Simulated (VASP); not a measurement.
All values below come from PBE GGA with D4 dispersion, VASP's PBE PAW potentials (set 64) (plane waves; VASP).

The input files of a VASP run:

**INCAR**
```
SYSTEM=Cu
PREC=Accurate; ENCUT=520; LREAL=F
LASPH=T
EDIFF=1E-7; NELM=100; ALGO=Normal
LMAXMIX=4
ISMEAR=-5
GGA=PE; IVDW=13
ISIF=2
LWAVE=F; LCHARG=T; LORBIT=11
NEDOS=601
```

**KPOINTS**
```
K-points
0
G
 20 20 20
```

POSCAR:
```
Cu
1
    0.0000000000     1.7888835734     1.7888835734
    1.7888835734     0.0000000000     1.7888835734
    1.7888835734     1.7888835734     0.0000000000
Cu
1
Direct
  0.0000000000   0.0000000000   0.0000000000
```

POTCAR, in this order: Cu (PBE.64 set). Program: vasp_std.

The run wrote:

File OSZICAR:
```
       N       E                     dE             d eps       ncg     rms          rms(c)
DAV:   1     0.359144880693E+02    0.35914E+02   -0.57406E+03  4752   0.209E+03
DAV:   2    -0.416710095517E+01   -0.40082E+02   -0.38185E+02  4640   0.197E+02
DAV:   3    -0.462848593427E+01   -0.46138E+00   -0.46014E+00  5524   0.304E+01
DAV:   4    -0.463152710840E+01   -0.30412E-02   -0.30410E-02  5535   0.221E+00
DAV:   5    -0.463156220722E+01   -0.35099E-04   -0.35101E-04  5553   0.193E-01    0.772E+00
DAV:   6    -0.407193395817E+01    0.55963E+00   -0.16426E+01  4847   0.955E+01    0.373E+00
DAV:   7    -0.372951070132E+01    0.34242E+00   -0.25013E+00  4910   0.369E+01    0.616E-01
DAV:   8    -0.371728931862E+01    0.12221E-01   -0.48155E-03  5180   0.109E+00    0.278E-01
DAV:   9    -0.371594307253E+01    0.13462E-02   -0.94371E-03  5184   0.211E+00    0.292E-02
DAV:  10    -0.371594503468E+01   -0.19621E-05   -0.36549E-05  6860   0.121E-01    0.857E-03
DAV:  11    -0.371594332191E+01    0.17128E-05   -0.10839E-06  5175   0.226E-02    0.323E-04
DAV:  12    -0.371594337079E+01   -0.48880E-07   -0.12601E-08  2906   0.182E-03
   1 F= -.42928550E+01 E0= -.42928550E+01  d E =0.000000E+00
```

### OUTCAR
```
------------------------ aborting loop because EDIFF is reached ----------------------------------------
  Edisp (eV):   -0.57691
  FORCE on cell =-STRESS in cart. coord.  units (eV):
  Direction    XX          YY          ZZ          XY          YZ          ZX
  --------------------------------------------------------------------------------------
  Total      -0.01172    -0.01172    -0.01172     0.00000    -0.00000     0.00000
  in kB      -1.64054    -1.64054    -1.64054     0.00000    -0.00000     0.00000
  external pressure =       -1.64 kB  Pullay stress =        0.00 kB
  volume of cell :       11.45
      direct lattice vectors                 reciprocal lattice vectors
     0.000000000  1.788883573  1.788883573    -0.279503936  0.279503936  0.279503936
     1.788883573  0.000000000  1.788883573     0.279503936 -0.279503936  0.279503936
     1.788883573  1.788883573  0.000000000     0.279503936  0.279503936 -0.279503936
 POSITION                                       TOTAL-FORCE (eV/Angst)
 -----------------------------------------------------------------------------------
      0.00000      0.00000      0.00000         0.000000      0.000000      0.000000
 -----------------------------------------------------------------------------------
    total drift:                               -0.000000     -0.000000     -0.000000
  FREE ENERGIE OF THE ION-ELECTRON SYSTEM (eV)
  ---------------------------------------------------
  free  energy   TOTEN  =        -4.2928550296 eV

  energy  without entropy=       -4.2928550296  energy(sigma->0) =       -4.29285503

 total charge

# of ion       s       p       d       tot
------------------------------------------
    1        0.458   0.405   9.176  10.038
```
(Selected blocks of OUTCAR.)

OUTCAR:
```
 val. band max:        8.0042421969   @ k =  -0.4500   0.1000   0.0000

 cond. band min:       8.0179631528   @ k =   0.5000   0.3500   0.1500


 Fermi energy:         8.0214568227

 k-point     1 :       0.0000    0.0000    0.0000
  band No.  band energies     occupation
      1      -1.6136      2.00000
      2       4.8513      2.00000
      3       4.8513      2.00000
      4       4.8513      2.00000
      5       5.7139      2.00000
      6       5.7139      2.00000
      7      30.8192      0.00000
      8      33.7067      0.00000
      9      33.7067      0.00000

 k-point     2 :       0.0500    0.0000    0.0000
  band No.  band energies     occupation
      1      -1.5204      2.00000
      2       4.8308      2.00000
      3       4.8696      2.00000
      4       4.8696      2.00000
      5       5.7065      2.00000
      6       5.7065      2.00000
      7      30.3580      0.00000
      8      32.4213      0.00000
      9      33.3990      0.00000

 k-point     3 :       0.1000    0.0000    0.0000
  band No.  band energies     occupation
      1      -1.2431      2.00000
      2       4.7737      2.00000
      3       4.9185      2.00000
      4       4.9185      2.00000
      5       5.6899      2.00000
      6       5.6899      2.00000
      7      28.3997      0.00000
      8      31.6624      0.00000
      9      32.8027      0.00000

 k-point     4 :       0.1500    0.0000    0.0000
  band No.  band energies     occupation
      1      -0.7905      2.00000
      2       4.6943      2.00000
      3       4.9789      2.00000
      4       4.9789      2.00000
      5       5.6820      2.00000
      6       5.6820      2.00000
      7      25.8185      0.00000
      8      31.3981      0.00000
      9      32.2070      0.00000

 k-point     5 :       0.2000    0.0000    0.0000
  band No.  band energies     occupation
      1      -0.1803      2.00000
      2       4.6174      2.00000
      3       5.0188      2.00000
...
```

For a metal the tetrahedron method with Blöchl corrections gives inexact stress and forces.

The compound is Cu in the fcc structure. It was relaxed first.
